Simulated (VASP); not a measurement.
## W: stress against strain

W (bcc, Im-3m, 15.967 Å³/atom and stress up to 0.08 GPa in the relaxed cell, cube axes along x, y and z) under an equal strain ε along x and y, with z held. r2SCAN in VASP (plane waves, PAW), 480 eV, 20×20×20 Γ-centred mesh, Methfessel-Paxton smearing 0.10 eV. Stress is positive for a compressed cell.

Here s stands for strain and y for stress xx.

```
strain (%)  stress xx (GPa)
----------  ---------------
-1.50                 12.25
-1.00                  7.90
-0.50                  3.80
0.00                  -0.08
0.50                  -3.70
1.00                  -7.17
1.50                 -10.53
3.00                      ?
```

Taking a straight line for y over the 7 complete rows: Means: s 0, y 0.353. About the means, the sum of products is -52.990 and the sum of squares of s is 7.0000; the slope is their ratio. Least squares gives y = 0.353 - 7.5700·s. Residuals (row less fit): 0.542, -0.023, -0.338, -0.433, -0.268, 0.047, 0.472; standard error 0.423 (degrees of freedom: 5). The slope gives the elastic constants C11 + C12 = about 760 GPa.

Q: Predict the withheld y at s = 3.00 from the fit, and compare with the calculation.

A: y = 0.353 - 7.5700 × 3.0 = -22.357 GPa. The calculation gives -19.77 GPa, 2.587 GPa above the prediction (8.1 % of the range of y in the table). The row lies outside the fitted rows, so this is an extrapolation. From the scatter of the fitted rows alone, a prediction at this place has a standard error of 0.659 GPa, so the miss is 3.9 times that.

A polynomial of degree 2 through the 12 other runs of the series gives -19.47 there, so most of the miss is curvature that the fit leaves out. In a metal these values are sensitive to mesh and smearing; energies are taken to zero smearing, stresses follow the free energy. Spin-orbit coupling is left out, which can shift these values for the heavy elements here. Rows are the converged runs of the series near zero and its far end, less any whose ions stayed unrelaxed beside relaxed ones; series whose fitted rows scatter by over a few per cent of the range, as at a crossing or softening among them, aren't shown in this form. Most that stay on the fit to the last digits aren't either.
